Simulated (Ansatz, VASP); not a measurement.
**Si10BC183 (annealed Voronoi polycrystal of C with 5 % Si on C sites (3 grains at the start)) in two plane-wave programs**

One calculation is typed for both programs; each brings its own data sets. How far apart do they land? Of the first pair: The structure shown is the start of the Ansatz relaxation below; VASP solves that cell, so the two are compared at the walk's first step.

Calculated with Ansatz 0.2.0; plane waves, with VASP 6.6.1 beside it; single point at PBE.

### Step 1. The starting structure

The cell holds 194 atoms: 183 C, 10 Si and 1 B. Its edges and angles: a = 13.252 Å, b = 10.434 Å, c = 11.146 Å, α = 90.0°, β = 90.0°, γ = 90.0°. It derives from C (diamond C). As first built, before any earlier steps moved the atoms (in the runner's words): 3 grains of diamond C (a = 3.566 A), 5 % of C replaced at random by Si at random centres and orientations, cut by Voronoi cells in a periodic box, atoms closer than 1.11 A removed; annealed 10 ps at 2550 K with the Tersoff potential (Tersoff, Phys. Rev. B 39, 5566 (1989)), cooled to 300 K. . Nearest the centre at fractional (0.287, 0.121, 0.367): B194 at 0.00 Å, C140 at 1.50 Å, C71 at 1.52 Å, C154 at 1.57 Å, C80 at 1.59 Å, C146 at 2.38 Å, C96 at 2.41 Å, C82 at 2.49 Å.

### Step 2. Ansatz: relaxation, PBE

Ansatz runs on its default PAW (the set named soft_2) files.

The two programs are compared at the cell with which this relaxation starts, whose forces are those of its first step.

The input, input.yaml:

```yaml
crystal:
  lattice:
    - [13.25235, 0.0, 0.0]
    - [0.0, 10.43381, 0.0]
    - [0.0, 0.0, 11.14608]
  atoms:
    - { symbol: C, position: [0.99006, 0.19812, 0.52375] }
    - { symbol: C, position: [0.91279, 0.56831, 0.06355] }
    - { symbol: C, position: [0.9942, 0.16682, 0.39665] }
[... 10 atom lines left out ...]
    - { symbol: C, position: [0.72405, 0.56376, 0.20773] }
[... 35 atom lines left out ...]
    - { symbol: C, position: [0.92114, 0.61101, 0.31815] }
[... 5 atom lines left out ...]
    - { symbol: C, position: [0.95953, 0.25092, 0.16968] }
    - { symbol: C, position: [0.91448, 0.48309, 0.71551] }
[... 2 atom lines left out ...]
    - { symbol: C, position: [0.90597, 0.51032, 0.83901] }
    - { symbol: C, position: [0.17798, 0.0521, 0.19412] }
    - { symbol: C, position: [0.1972, 0.96307, 0.09547] }
    - { symbol: C, position: [0.09074, 0.76608, 0.59137] }
[... 3 atom lines left out ...]
    - { symbol: C, position: [0.50293, 0.01738, 0.41395] }
[... 2 atom lines left out ...]
    - { symbol: C, position: [0.36601, 0.53223, 0.57273] }
    - { symbol: C, position: [0.15194, 0.54257, 0.55149] }
[... 1 atom line left out ...]
    - { symbol: C, position: [0.39773, 0.60537, 0.45693] }
    - { symbol: C, position: [0.38859, 0.53249, 0.34013] }
    - { symbol: C, position: [0.19173, 0.3024, 0.46768] }
    - { symbol: C, position: [0.22081, 0.23964, 0.36605] }
    - { symbol: C, position: [0.55484, 0.44024, 0.14924] }
    - { symbol: C, position: [0.38319, 0.40107, 0.3508] }
[... 1 atom line left out ...]
    - { symbol: C, position: [0.17626, 0.88022, 0.36468] }
    - { symbol: C, position: [0.50006, 0.00972, 0.13638] }
    - { symbol: C, position: [0.33767, 0.93485, 0.23781] }
[... 1 atom line left out ...]
    - { symbol: C, position: [0.42537, 0.72362, 0.21285] }
[... 2 atom lines left out ...]
    - { symbol: C, position: [0.41709, 0.0575, 0.2165] }
[... 6 atom lines left out ...]
    - { symbol: C, position: [0.20439, 0.62429, 0.12115] }
[... 1 atom line left out ...]
    - { symbol: Si, position: [0.6138, 0.79481, 0.14095] }
    - { symbol: C, position: [0.46898, 0.78164, 0.09813] }
[... 6 atom lines left out ...]
    - { symbol: C, position: [0.28061, 0.89012, 0.11438] }
[... 30 atom lines left out ...]
    - { symbol: C, position: [0.70007, 0.35335, 0.85292] }
[... 2 atom lines left out ...]
    - { symbol: C, position: [0.5225, 0.16881, 0.97168] }
    - { symbol: C, position: [0.54138, 0.29731, 0.95317] }
    - { symbol: C, position: [0.45058, 0.35981, 0.89579] }
[... 4 atom lines left out ...]
    - { symbol: C, position: [0.56777, 0.35593, 0.67972] }
    - { symbol: C, position: [0.47571, 0.40424, 0.75678] }
    - { symbol: C, position: [0.49775, 0.2801, 0.47622] }
[... 4 atom lines left out ...]
    - { symbol: C, position: [0.30072, 0.31417, 0.79801] }
    - { symbol: C, position: [0.19504, 0.25378, 0.79015] }
    - { symbol: C, position: [0.36991, 0.40022, 0.57746] }
    - { symbol: C, position: [0.23578, 0.08644, 0.56905] }
[... 22 atom lines left out ...]
    - { symbol: C, position: [0.58238, 0.62396, 0.71004] }
[... 1 atom line left out ...]
    - { symbol: C, position: [0.59879, 0.83921, 0.88081] }
    - { symbol: C, position: [0.39874, 0.98498, 0.95917] }
[... 1 atom line left out ...]
    - { symbol: C, position: [0.50125, 0.7564, 0.87038] }
[... 4 atom lines left out ...]
    - { symbol: C, position: [0.61405, 0.74292, 0.61767] }
[... 1 atom line left out ...]
    - { symbol: C, position: [0.43459, 0.95495, 0.72495] }
[... 3 atom lines left out ...]
    - { symbol: C, position: [0.11828, 0.90908, 0.57529] }
kpoints:
  mp_grid: { grid: [1, 1, 1] }
hamiltonian:
  xc: pbe
scf:
  occupations: { method: fermi_dirac, width: 0.05 }
output:
  forces: true
  eigenvalues: true
relax:
  f_tol: 0.05
  max_steps: 90
```

Command:

```sh
$ ansatz run input.yaml --threads 4 --pin off --max-ram 8192MiB --backend cpu --events-out ev --progress --plain --runs-dir out
```

Numbers of over 12 decimals in the logs are rounded to 6 here.

The log of the run:

```text
Engine: ansatz 0.2.0, x86_64-unknown-linux-gnu
Pseudopotentials: kind: paw
Pseudopotential: C, paw, valence charge 4, recommended cutoff 420 eV (normal), C.paw.azcp
Pseudopotential: Si, paw, valence charge 4, recommended cutoff 420 eV (normal), Si.paw.azcp
Pseudopotential: B, paw, valence charge 3, recommended cutoff 420 eV (normal), B.paw.azcp
Functional definition: PBE
  parameter kappa = 0.804
  parameter beta = 0.066725
  exchange = pbe_x(kappa = kappa, mu = beta*pi^2/3)
  correlation = pbe_c(beta = beta)
Crystal: 194 atoms, lattice volume = 1541.196 Å³
Basis set: ecut = 420 eV, 30163 PW (Γ), exchange–correlation on 180×144×150 points (8 copies of the dense FFT grid, shifted against one another)
Bands: 582, of which v1, the nominal top of the filled ones, is band 388 counted from 1 (387 counted from 0)
Symmetry: 1 space group operations
Space group: P1 (ITA 1), of the structure as read, at distance tolerance 1.2e-4 Å
k-points: 1
Non-local potential: C, projectors of the file, l = 0: 2, l = 1: 2, l = 2: 1
Non-local potential: Si, projectors of the file, l = 0: 2, l = 1: 2, l = 2: 2
Non-local potential: B, projectors of the file, l = 0: 2, l = 1: 2, l = 2: 1
PAW form: soft (Blöchl's): semilocal exchange-correlation on the pseudo side does not see the compensation charge
PAW one-centre angular grid: C, 110 points (default); XC on 64 Gauss nodes
PAW one-centre angular grid: Si, 110 points (default); XC on 64 Gauss nodes
PAW one-centre angular grid: B, 110 points (default); XC on 64 Gauss nodes
Initial density: superposition of atomic densities (neutral atoms: chi_scale 0, normalization atom), corrected by the library's trained network
Initial wavefunctions: pseudopotential atomic-orbital guess
Functional: x = pbe(κ = 0.804, μ = 0.219515), c = pbe(β = 0.066725)
SCF iter   1: F=—  HF=-52289.609824 eV  |F-HF|=—  |Δ(HF+E_count)|=         —  Δρ=1.39e-2  dr2=5.65e0  ethr=1.77e-3  ⟨swp⟩=6.0  Hψ=2619  notcnv=0  defer=101
preconditioner: auto → LDOS  [metal: Δε(μ)=0.116 eV  Ē_g=14.292 eV  σ=0.050 eV  W_gap=0.46  n_scr=362 (ndim 8)  ℏωp=26.3 eV  f_vac=0.012  D(μ)=21.27/eV (n_scr^D=98)  β→1.0]
SCF iter   2: F=—  HF=-52289.380738 eV  |F-HF|=—  |Δ(HF+E_count)|=   2.29e-1  Δρ=9.47e-3  dr2=3.36e0  ethr=7.30e-4  ⟨swp⟩=2.0  Hψ=883  notcnv=0  defer=173
SCF iter   3: F=—  HF=-52288.811190 eV  |F-HF|=—  |Δ(HF+E_count)|=   5.70e-1  Δρ=3.07e-3  dr2=3.00e-1  ethr=4.34e-4  ⟨swp⟩=2.0  Hψ=730  notcnv=0  defer=173
SCF iter   4: F=—  HF=-52288.765404 eV  |F-HF|=—  |Δ(HF+E_count)|=   4.58e-2  Δρ=1.10e-3  dr2=3.42e-2  ethr=3.88e-5  ⟨swp⟩=2.0  Hψ=733  notcnv=0  defer=173
SCF iter   5: F=—  HF=-52288.761502 eV  |F-HF|=—  |Δ(HF+E_count)|=   3.90e-3  Δρ=5.29e-4  dr2=7.14e-3  ethr=4.41e-6  ⟨swp⟩=2.0  Hψ=776  notcnv=0  defer=173
SCF iter   6: F=—  HF=-52288.760911 eV  |F-HF|=—  |Δ(HF+E_count)|=   5.91e-4  Δρ=2.70e-4  dr2=1.70e-3  ethr=9.21e-7  ⟨swp⟩=2.0  Hψ=712  notcnv=0  defer=173
SCF iter   7: F=—  HF=-52288.760770 eV  |F-HF|=—  |Δ(HF+E_count)|=   1.41e-4  Δρ=1.33e-4  dr2=3.96e-4  ethr=2.19e-7  ⟨swp⟩=2.0  Hψ=700  notcnv=0  defer=173
SCF iter   8: F=—  HF=-52288.760733 eV  |F-HF|=—  |Δ(HF+E_count)|=   3.69e-5  Δρ=6.63e-5  dr2=9.79e-5  ethr=5.11e-8  ⟨swp⟩=2.0  Hψ=708  notcnv=0  defer=173
SCF iter   9: F=-52288.760702 eV  HF=-52288.760725 eV  |F-HF|=2.34e-5  |Δ(HF+E_count)|=   7.76e-6  Δρ=3.57e-5  dr2=3.01e-5  ethr=8.06e-9  ⟨swp⟩=17.0  Hψ=3338  notcnv=0
SCF 1 converged in 9 iterations: F = -52288.760702 eV  dr2 = 3.01e-5
  greatest PAW one-centre occupation: 0.694 electrons in one spin orbital (limit 2), on the C atom at site 7 (counted from 0), in its partial waves of l = 0
relax step   1: F+E_penalty+E_count = -52288.76070194 eV  Δ(F+E_penalty+E_count) = +0.000e0 eV  max|allowed force component| = 2.320e0 eV/Å  Δτ_max = 0.0000 Å  (9 SCF iters, dr2 threshold 6.25e-5 eV, accepted)
Initial density: handed on by an earlier stage of this run
Initial wavefunctions: those handed on with the density
iter 1 solved again at ethr=2.69e-5 eV; its pass at ethr=3.10e-3 eV (dr2=2.09e-1 eV) is discarded
SCF iter   1: F=—  HF=-52289.056396 eV  |F-HF|=—  |Δ(HF+E_count)|=         —  Δρ=3.66e-3  dr2=1.96e-1  ethr=2.69e-5  ⟨swp⟩=2.0  Hψ=1488  notcnv=0  defer=173
preconditioner: auto → LDOS  [metal: Δε(μ)=0.086 eV  Ē_g=14.266 eV  σ=0.050 eV  W_gap=0.36  n_scr=362 (ndim 8)  ℏωp=26.3 eV  f_vac=0.014  D(μ)=26.86/eV (n_scr^D=140)  β→1.0]
SCF iter   2: F=—  HF=-52289.032196 eV  |F-HF|=—  |Δ(HF+E_count)|=   2.42e-2  Δρ=1.65e-3  dr2=7.65e-2  ethr=2.52e-5  ⟨swp⟩=2.0  Hψ=802  notcnv=0  defer=173
SCF iter   3: F=—  HF=-52289.012207 eV  |F-HF|=—  |Δ(HF+E_count)|=   2.00e-2  Δρ=3.58e-4  dr2=3.35e-3  ethr=9.87e-6  ⟨swp⟩=2.0  Hψ=748  notcnv=0  defer=173
SCF iter   4: F=—  HF=-52289.011637 eV  |F-HF|=—  |Δ(HF+E_count)|=   5.70e-4  Δρ=1.48e-4  dr2=5.62e-4  ethr=4.32e-7  ⟨swp⟩=2.0  Hψ=939  notcnv=0  defer=173
[...]
- { symbol: C, position: [0.450652, 0.921298, 0.051200] }
    - { symbol: C, position: [0.225681, 0.743016, 0.430524] }
    - { symbol: C, position: [0.204167, 0.640776, 0.337316] }
    - { symbol: C, position: [0.197089, 0.507396, 0.348911] }
    - { symbol: C, position: [0.206008, 0.435862, 0.241584] }
    - { symbol: C, position: [0.180592, 0.691106, 0.226781] }
    - { symbol: C, position: [0.202116, 0.621523, 0.119802] }
    - { symbol: C, position: [0.570511, 0.937527, 0.230464] }
    - { symbol: Si, position: [0.612878, 0.796742, 0.141951] }
    - { symbol: C, position: [0.468539, 0.780612, 0.098234] }
    - { symbol: C, position: [0.417796, 0.589760, 0.228345] }
    - { symbol: C, position: [0.453318, 0.491975, 0.131998] }
    - { symbol: C, position: [0.381020, 0.367516, 0.127781] }
    - { symbol: C, position: [0.225756, 0.492091, 0.129210] }
    - { symbol: C, position: [0.239098, 0.305886, 0.255890] }
    - { symbol: Si, position: [0.198058, 0.208869, 0.123643] }
    - { symbol: C, position: [0.273861, 0.883922, 0.109956] }
    - { symbol: C, position: [0.050664, 0.851904, 0.189192] }
    - { symbol: C, position: [0.553378, 0.578317, 0.963253] }
    - { symbol: C, position: [0.476896, 0.694902, 0.996150] }
    - { symbol: C, position: [0.299884, 0.423393, 0.046558] }
    - { symbol: C, position: [0.449019, 0.557972, 0.00810315] }
    - { symbol: C, position: [0.379093, 0.475712, 0.944943] }
    - { symbol: C, position: [0.315166, 0.282649, 0.030111] }
    - { symbol: C, position: [0.537017, 0.627343, 0.831775] }
    - { symbol: C, position: [0.642018, 0.357547, 0.975446] }
[...]
- { symbol: Si, position: [0.292804, 0.506527, 0.819036] }
[...]
- { symbol: Si, position: [0.704418, 0.155966, 0.696255] }
[...]
- { symbol: B, position: [0.289417, 0.114701, 0.369593] }
[...]
- { symbol: Si, position: [0.311258, 0.878700, 0.868131] }
[...]
- { symbol: C, position: [0.619576, 0.023727, 0.453787] }
    - { symbol: C, position: [0.614036, 0.744413, 0.617742] }
    - { symbol: C, position: [0.425284, 0.936222, 0.599113] }
    - { symbol: C, position: [0.435028, 0.955044, 0.725715] }
    - { symbol: C, position: [0.188186, 0.976711, 0.645157] }
    - { symbol: C, position: [0.439377, 0.046033, 0.520825] }
    - { symbol: C, position: [0.388411, 0.740636, 0.675788] }
    - { symbol: C, position: [0.118532, 0.911290, 0.573837] }
```

### Step 3. VASP: single point, PBE, start cell, pair 1

The same cell, functional, mesh and smearing now go to VASP, with its own data sets.

Lines of VASP's logs that name or quote its potential files are left out, and so is its time.

The input, INCAR:

```
SYSTEM = Si10BC183
PREC = Accurate
ENCUT = 520
EDIFF = 1E-06
NELM = 120
ISMEAR = -1
SIGMA = 0.05
LREAL = Auto
ALGO = Normal
GGA = PE
NBANDS = 523
LORBIT = 11
LWAVE = .FALSE.
LCHARG = .FALSE.
ISIF = 2
LASPH = .TRUE.
GGA_COMPAT = .FALSE.
```

The input, POSCAR:

```
Si10BC183
1.0
   13.2523500000      0.0000000000      0.0000000000
    0.0000000000     10.4338100000      0.0000000000
    0.0000000000      0.0000000000     11.1460800000
C Si B
183 10 1
Direct
    0.9900583670      0.1981155494      0.5237536425
    0.9127890525      0.5683063042      0.0635470049
    0.9942010285      0.1668230493      0.3966506610
[... 10 atom lines left out ...]
    0.5487705954      0.2502920793      0.3451617071
[... 35 atom lines left out ...]
    0.0076212898      0.0268741716      0.3832558173
[... 5 atom lines left out ...]
    0.1779835274      0.0520998561      0.1941220591
    0.1972027603      0.9630710162      0.0954685414
[... 2 atom lines left out ...]
    0.3855618060      0.8108734968      0.5684958299
    0.3515074685      0.7506078796      0.4456813517
    0.5029296691      0.0173762029      0.4139482222
    0.5055480726      0.8888795176      0.3451617071
[... 3 atom lines left out ...]
    0.1814017891      0.4480721807      0.4635172186
[... 2 atom lines left out ...]
    0.1917320324      0.3024015197      0.4676801171
    0.2208136670      0.2396440035      0.3660479738
[... 1 atom line left out ...]
    0.3831924149      0.4010711332      0.3507959749
    0.3576271378      0.3136438176      0.2501327821
    0.1762630779      0.8802153767      0.3646842657
    0.5000622531      0.0097184058      0.1363797855
    0.3376684135      0.9348454687      0.2378055783
    0.4006610148      0.8234480022      0.3109344272
[... 1 atom line left out ...]
    0.2458431901      0.9986955868      0.2978356516
    0.1331386509      0.8125986576      0.2545199747
    0.4170882900      0.0574957758      0.2164976386
[... 1 atom line left out ...]
    0.2266767781      0.7433334515      0.4320173550
[... 2 atom lines left out ...]
    0.2028168589      0.4373953522      0.2413225098
[... 6 atom lines left out ...]
    0.3799477074      0.3685997732      0.1287627578
[... 1 atom line left out ...]
    0.2362071633      0.3072990595      0.2550223935
    0.2806068358      0.8901158829      0.1143810201
[... 6 atom lines left out ...]
    0.3152271107      0.2834439193      0.0306296025
[... 30 atom lines left out ...]
    0.4856195316      0.1688069842      0.5688726440
[... 2 atom lines left out ...]
    0.4977532287      0.2800990242      0.4762212365
    0.3998687025      0.3459905825      0.4660203408
    0.3207808426      0.0820026433      0.4896609391
[... 4 atom lines left out ...]
    0.3699117515      0.4002181370      0.5774586222
    0.2357770509      0.0864401403      0.5690520793
    0.1884269582      0.2131819537      0.5698685098
[... 4 atom lines left out ...]
    0.1504789717      0.2688854790      0.6722722249
    0.4786170000      0.1273360354      0.3258903579
    0.3768916456      0.1698420807      0.2862979631
    0.1042984829      0.9552215346      0.4462106857
[... 22 atom lines left out ...]
    0.4205216433      0.9363214396      0.5998162583
[... 1 atom line left out ...]
    0.1873403585      0.9751567261      0.6456081421
    0.4312367241      0.0438574212      0.5174644359
[... 1 atom line left out ...]
    0.1182809087      0.9090830675      0.5752874553
[... 4 atom lines left out ...]
    0.0338430543      0.0221587320      0.2095534932
[... 1 atom line left out ...]
    0.1968707437      0.2120126780      0.1213789960
[... 3 atom lines left out ...]
    0.2873377175      0.1208954351      0.3666131950
```

The input, KPOINTS:

```
Automatic mesh
0
Gamma
1 1 1
0 0 0
```

Potentials, in the order of the species: C, Si and B (PBE family, release 64).

Command:

```sh
$ export OMP_NUM_THREADS=4
$ mpirun -np 1 vasp_gam
```

The log of the run:

```text
[banner, memory and clock lines left out]
running    1 mpi-ranks, on    1 nodes
[...]
Offloading initialized ...    1 GPUs detected
[...]
LDA part: xc-table for (Slater+PW92), standard interpolation
 POSCAR, INCAR and KPOINTS ok, starting setup
[...]
entering main loop
       N       E                     dE             d eps       ncg     rms          rms(c)
DAV:   1     0.527256925533E+04    0.52726E+04   -0.45294E+05  1054   0.149E+03
DAV:   2    -0.114718113893E+04   -0.64198E+04   -0.60361E+04  1289   0.337E+02
DAV:   3    -0.168145337641E+04   -0.53427E+03   -0.51749E+03  1292   0.927E+01
DAV:   4    -0.169702201269E+04   -0.15569E+02   -0.15420E+02  1244   0.169E+01
[...]
DAV:  19    -0.160176668634E+04   -0.48910E-05   -0.19106E-05  1180   0.586E-03    0.639E-03
DAV:  20    -0.160176668782E+04   -0.14832E-05   -0.53545E-06  1060   0.324E-03    0.263E-03
DAV:  21    -0.160176668799E+04   -0.16825E-06   -0.10123E-06   764   0.149E-03
   1 F= -.16017667E+04 E0= -.16016637E+04  d E =-.205945E+00
```

From OUTCAR (step 3):

```text
  FREE ENERGIE OF THE ION-ELECTRON SYSTEM (eV)
  ---------------------------------------------------
  free  energy   TOTEN  =     -1601.7666879925 eV

  energy  without entropy=    -1601.5607431051  energy(sigma->0) =    -1601.66371555
```

This run has no spin polarisation. Its electron count is odd, so without a moment it is a metal by construction.

### Step 4. Side by side

Known differences besides the potentials themselves: the cutoff is 420 eV in Ansatz and 520 eV in VASP (PREC = Accurate, projectors in real space). Total energies have different zeros and are not compared.

Forces on 10 of the 194 atoms, those with the largest forces and the largest differences (eV/Å; atoms numbered as in POSCAR):

| atom | Ansatz x, y, z | VASP x, y, z |
| --- | --- | --- |
| C70 | -0.200, 0.562, -0.129 | -0.208, 0.592, -0.113 |
| C71 | -1.054, 1.342, 0.079 | -1.052, 1.308, 0.071 |
| C80 | -0.412, -1.431, -0.327 | -0.430, -1.431, -0.298 |
| C101 | 0.034, 0.025, -0.044 | -0.001, 0.083, -0.065 |
| C104 | -0.004, 0.013, 0.003 | -0.020, -0.064, -0.004 |
| C135 | -0.103, -0.074, -0.078 | -0.097, -0.098, -0.143 |
| C140 | 0.342, -0.438, 2.320 | 0.367, -0.443, 2.310 |
| C154 | 1.253, 0.561, -0.948 | 1.211, 0.594, -0.951 |
| C181 | 0.386, -0.248, 0.429 | 0.392, -0.229, 0.420 |
| B194 | -0.260, -0.343, -0.318 | -0.264, -0.346, -0.322 |

The forces differ by 19 meV/Å r.m.s., which is 11.4 % of the r.m.s. force of 0.169 eV/Å (both taken over all components).

(Continued in part 2 of 2.)

[Lines on the potential files, build, host, timing and source positions are cut from VASP's logs without a mark.]

[Logs are printed without paths, hosts, clocks, repeated set-up lines and the standing remarks that a program may print on its own settings, such as how far it seeks lower states.]

[Hosts, paths, dates, database ids (printed as entryN), source tags and the programs' standing remarks are cut or masked in the printed files.]
